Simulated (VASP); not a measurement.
Output of a VASP run:

File OSZICAR:
```
       N       E                     dE             d eps       ncg     rms          rms(c)
DAV:   1     0.177701016922E+03    0.17770E+03   -0.14690E+04  4800   0.174E+03
DAV:   2    -0.152180048078E+02   -0.19292E+03   -0.18838E+03  5072   0.444E+02
DAV:   3    -0.200995723908E+02   -0.48816E+01   -0.48684E+01  6544   0.855E+01
DAV:   4    -0.201236897948E+02   -0.24117E-01   -0.24116E-01  6112   0.720E+00
DAV:   5    -0.201240002555E+02   -0.31046E-03   -0.31069E-03  6544   0.624E-01    0.517E+00
DAV:   6     0.790145847081E+02    0.99139E+02   -0.29372E+04  4800   0.251E+05    0.517E+00
DAV:   7     0.218357009440E+03    0.13934E+03   -0.28796E+02  5008   0.974E+03    0.227E+00
DAV:   8    -0.180693480769E+02   -0.23643E+03   -0.25580E+01  4800   0.692E+01    0.175E+00
DAV:   9    -0.180705890451E+02   -0.12410E-02   -0.50248E-02  6064   0.268E+00    0.141E+00
DAV:  10    -0.180697680999E+02    0.82095E-03   -0.40373E-03  5224   0.590E-01    0.148E+00
DAV:  11    -0.180581032369E+02    0.11665E-01   -0.30062E-02  5208   0.219E+00    0.105E+00
DAV:  12    -0.180638013170E+02   -0.56981E-02   -0.21334E-02  5008   0.173E+00    0.101E+00
DAV:  13    -0.180649899899E+02   -0.11887E-02   -0.85763E-04  5568   0.305E-01    0.783E-01
DAV:  14    -0.180651722568E+02   -0.18227E-03   -0.12759E-04  5608   0.107E-01    0.507E-01
DAV:  15    -0.180654672485E+02   -0.29499E-03   -0.42322E-04  5336   0.239E-01    0.255E-01
DAV:  16    -0.180655119939E+02   -0.44745E-04   -0.19524E-05  5464   0.520E-02    0.183E-01
DAV:  17    -0.180655047367E+02    0.72571E-05   -0.33786E-05  5256   0.599E-02    0.858E-02
DAV:  18    -0.180655117771E+02   -0.70404E-05   -0.57952E-06  5584   0.305E-02    0.365E-02
DAV:  19    -0.180655122030E+02   -0.42588E-06   -0.48694E-07  5256   0.976E-03    0.169E-02
DAV:  20    -0.180655133094E+02   -0.11064E-05   -0.23631E-07  3944   0.671E-03    0.105E-02
DAV:  21    -0.180655137968E+02   -0.48734E-06   -0.27321E-07  3784   0.773E-03    0.135E-03
DAV:  22    -0.180655136543E+02    0.14250E-06   -0.23530E-08  2632   0.172E-03    0.738E-04
DAV:  23    -0.180655137651E+02   -0.11084E-06   -0.83080E-09  2560   0.123E-03    0.382E-04
DAV:  24    -0.180655136615E+02    0.10363E-06   -0.11205E-09  2568   0.420E-04    0.649E-05
DAV:  25    -0.180655136712E+02   -0.97284E-08   -0.30359E-11  2528   0.626E-05
   1 F= -.18065514E+02 E0= -.18065514E+02  d E =0.000000E+00
       N       E                     dE             ncg
```

**OUTCAR**
```
------------------------ aborting loop because EDIFF is reached ----------------------------------------
  FORCE on cell =-STRESS in cart. coord.  units (eV):
  Direction    XX          YY          ZZ          XY          YZ          ZX
  --------------------------------------------------------------------------------------
  Total        0.1083804      0.1083804     -0.0990635      0.0000000     -0.0000000      0.0000000
  in kB        4.0396385      4.0396395     -3.6923713      0.0000000     -0.0000000      0.0000000
  external PRESSURE =       1.4623022 kB  Pullay stress =       0.0000000 kB
  volume of cell :       42.99
      direct lattice vectors                 reciprocal lattice vectors
     1.501816572 -2.601222911  0.000000000     0.332930139 -0.192217283  0.000000000
     1.501816572  2.601222911  0.000000000     0.332930139  0.192217283  0.000000000
     0.000000000  0.000000000  5.501666402     0.000000000  0.000000000  0.181763111
 POSITION                                       TOTAL-FORCE (eV/Angst)
 -----------------------------------------------------------------------------------
      1.50182      0.86708      1.37542        -0.000000      0.000000      0.000000
      1.50182     -0.86708      4.12625         0.000000     -0.000000      0.000000
 -----------------------------------------------------------------------------------
    total drift:                                0.000000      0.000197      0.000002
  FREE ENERGIE OF THE ION-ELECTRON SYSTEM (eV)
  ---------------------------------------------------
  free  energy   TOTEN  =       -18.0655136712 eV

  energy  without entropy=      -18.0655136712  energy(sigma->0) =      -18.06551367

 total charge

# of ion       s       p       d       tot
------------------------------------------
    1        0.511   0.306   9.459  10.277
    2        0.511   0.306   9.459  10.277
--------------------------------------------------
tot          1.023   0.612  18.919  20.553
```
(Selected blocks of OUTCAR.)

File POSCAR:
```
Cd
1
    1.5018165724    -2.6012229107     0.0000000000
    1.5018165724     2.6012229107     0.0000000000
   -0.0000000000    -0.0000000000     5.5016664020
Cd
2
Direct
  0.3333330000   0.6666670000   0.2500000000
  0.6666670000   0.3333330000   0.7500000000
```

Problem. Write an INCAR and KPOINTS that could have produced this output.

Solution. Several could match; the one computed here: the input of the run itself, TPSS meta-GGA, plane waves, VASP's PBE PAW potentials (set 64).

KPOINTS_OPT:
```
k-points along high-symmetry lines
6
Line-mode
Reciprocal
  0.000000   0.000000   0.000000 ! GAMMA
 -0.000000   0.500000   0.000000 ! M

 -0.000000   0.500000   0.000000 ! M
 -0.333333   0.666667   0.000000 ! K

 -0.333333   0.666667   0.000000 ! K
  0.000000   0.000000   0.000000 ! GAMMA

  0.000000   0.000000   0.000000 ! GAMMA
  0.000000   0.000000   0.500000 ! A

  0.000000   0.000000   0.500000 ! A
 -0.000000   0.500000   0.500000 ! L

 -0.000000   0.500000   0.500000 ! L
 -0.333333   0.666667   0.500000 ! H

 -0.333333   0.666667   0.500000 ! H
  0.000000   0.000000   0.500000 ! A

 -0.000000   0.500000   0.500000 ! L
 -0.000000   0.500000   0.000000 ! M

 -0.333333   0.666667   0.500000 ! H
 -0.333333   0.666667   0.000000 ! K
```

KPOINTS:
```
Automatic
0
gamma
 16 16 8
0 0 0
```

**INCAR**
```
! general
SYSTEM  = Cd
PREC    = Accurate
ENCUT   = 520   ! plane-wave cut-off (eV)
LREAL   = .FALSE.   ! projection in real space or not
LASPH   = .TRUE.   ! aspherical one-centre terms

! electronic loop
EDIFF   = 1E-7   ! SCF stop (eV)
NELM    = 100
ALGO    = Normal   ! blocked Davidson
LMAXMIX = 4
LMIXTAU = .TRUE.

! smearing
ISMEAR  = -5   ! tetrahedra, Bloechl

! functional
METAGGA = TPSS

! ions
ISIF    = 2   ! forces and stress, cell fixed

! output
LWAVE   = .FALSE.
LCHARG  = .FALSE.
LORBIT  = 11
NEDOS   = 601   ! DOS grid
```

POTCAR, in this order: Cd (PBE.64 set). Program: vasp_std.

For a metal the tetrahedron method with Blöchl corrections gives inexact stress and forces.

The compound is Cd in the hcp structure. It was relaxed first.
